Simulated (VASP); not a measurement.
Data:

```cif
data_InP
_chemical_formula_sum 'In1 P1'
_space_group_name_H-M_alt 'P 1'
_space_group_IT_number 1
_cell_length_a 4.31936
_cell_length_b 4.31936
_cell_length_c 4.31936
_cell_angle_alpha 60.000
_cell_angle_beta 60.000
_cell_angle_gamma 60.000
loop_
_space_group_symop_operation_xyz
  'x, y, z'
loop_
_atom_site_label
_atom_site_type_symbol
_atom_site_fract_x
_atom_site_fract_y
_atom_site_fract_z
_atom_site_occupancy
In1 In 0.00000 0.00000 0.00000 1
P1 P 0.25000 0.25000 0.25000 1
```

Computed with vdW-DF2, VASP's PBE PAW potentials (set 64) (plane waves; VASP). Run with 520 eV cut-off, 10×10×10 Γ-centred mesh, first-order Methfessel-Paxton smearing of 0.10 eV, potentials In_d P.

**Question.** Give the energy at these volumes per atom, relative to the lowest: 26.75, 27.60, 28.46, 29.31, 30.17 Å³.

**Answer.** 17.4, 4.3, 0.0, 3.3, 12.9 meV/atom. A third-order Birch-Murnaghan fit gives B0 = 46.7 GPa and B0′ = 4.6.

Measured: bulk modulus 72.0 GPa at 0 K (computed value off by -35.2 %), as given by Daniel Mejia-Rodriguez et al., Physical Review B (2018), arXiv:1807.09216 [0 K value with the zero-point phonon effect removed]; a 5.858 Å at 0 K (computed value off by +4.3 %), as given by Daniel Mejia-Rodriguez et al., Physical Review B (2018), arXiv:1807.09216 [static lattice: zero-point anharmonic expansion removed].

The compound is InP in the zinc blende structure. It was relaxed first, which changed the volume by +13 %.
